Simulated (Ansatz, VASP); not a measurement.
**Two plane-wave programs on Be2Ru2N**

INCAR

```
SYSTEM = Be2Ru2N
PREC = Accurate
ENCUT = 520
EDIFF = 1E-7
ISMEAR = -1
SIGMA = 0.1
LREAL = .False.
LASPH = .True.
NELM = 100
ALGO = Fast
ISIF = 2
LWAVE = .False.
LCHARG = .False.
GGA = PE
NBANDS = 26
```

Contents of KPOINTS:

```
Automatic mesh
0
Gamma
  11 11 11
  0 0 0
```

The input POSCAR:

```
Be2Ru2N
1.0
    0.0000000000      3.4870011500      0.0000000000
    3.4870011500      0.0000000000      0.0000000000
    1.7435005700      1.7435005700     -4.0188452500
Ru N Be
2 1 2
Direct
    0.7500000000      0.2500000000      0.5000000000
    0.2500000000      0.7500000000      0.5000000000
    0.0000000000      0.0000000000      0.0000000000
    0.3750000000      0.3750000000      0.2500000000
    0.6250000000      0.6250000000      0.7500000000
```

Input for Ansatz:

```yaml
crystal:
  lattice:
    - [0.0, 3.48700115, 0.0]
    - [3.48700115, 0.0, 0.0]
    - [1.74350057, 1.74350057, -4.01884525]
  atoms:
    - { symbol: Ru, position: [0.75, 0.25, 0.5] }
    - { symbol: Ru, position: [0.25, 0.75, 0.5] }
    - { symbol: "N", position: [0.0, 0.0, 0.0] }
    - { symbol: Be, position: [0.375, 0.375, 0.25] }
    - { symbol: Be, position: [0.625, 0.625, 0.75] }
  symmetry: { tolerance: 0.0003 }
kpoints:
  mp_grid: { grid: [11, 11, 11], shift: [0, 0, 0] }
  band_path:
    path:
      - [0.0, 0.0, 0.0]
      - [0.5, 0.5, 0.5]
      - [0.5, 0.5, 0.25]
      - [0.0, 0.5, 0.0]
      - [0.0, 0.0, 0.0]
      - [0.0, 0.0, -0.5]
      - [0.0, 0.40589523, -0.29705238]
      - [0.0, 0.59410477, 0.29705238]
      - [0.0, 0.0, 0.0]
      - [0.5, 0.5, 0.5]
      - [0.40589523, 0.59410477, 0.5]
    npoints: 14
magnetization:
  spin_polarized: false
scf:
  occupations: { method: fermi_dirac }
  lower_state_search: "off"
  max_iter: 200
hamiltonian:
  pseudopotentials: { kind: paw }
  xc: pbe
basis:
  ecutwfc: 420
  fft_grid_basis: typed
output:
  forces: true
  stress: true
  eigenvalues: true
  bader: true
  populations: true
  elf: true
  write_potential: true
  volumetric_format: npy
  dos:
    e_range: [-12, 8]
    de: 0.05
    projected: { site_lists: { Be: [Be], "N": ["N"], Ru: [Ru] } }
checkpoint:
  read: saved_state
```

The cell was built by a generator and needn't be a form met in nature.

Alike in both runs: task single point; functional PBE; k mesh 11 × 11 × 11; no spin polarisation.

|  | VASP | Ansatz |
| --- | --- | --- |
| version | VASP 6.6.1 | Ansatz 0.2.0 |
| potentials or method | VASP PAW PBE potentials, release 64 (Ru_pv, N, Be) | PAW plane waves |
| plane-wave cutoff (eV) | 520 | 420 |
| occupations | fermi-dirac, width 0.1 eV | fermi-dirac |
| valence electrons in the cell | 37 | 41 |

VASP gave:

| Item | Value |
| --- | --- |
| rms of the force components (eV/Å) | 1.161 |

Task: Which values does Ansatz return?

Result: rms of the force components (eV/Å): 1.136.

Atom by atom the forces differ by 0.025 eV/Å (rms over components). The two sets of potentials don't hold the same shells in valence.

Caveats: forces of over 1 eV/Å show positions far from the minimum, so gaps and moduli don't describe the material at rest.
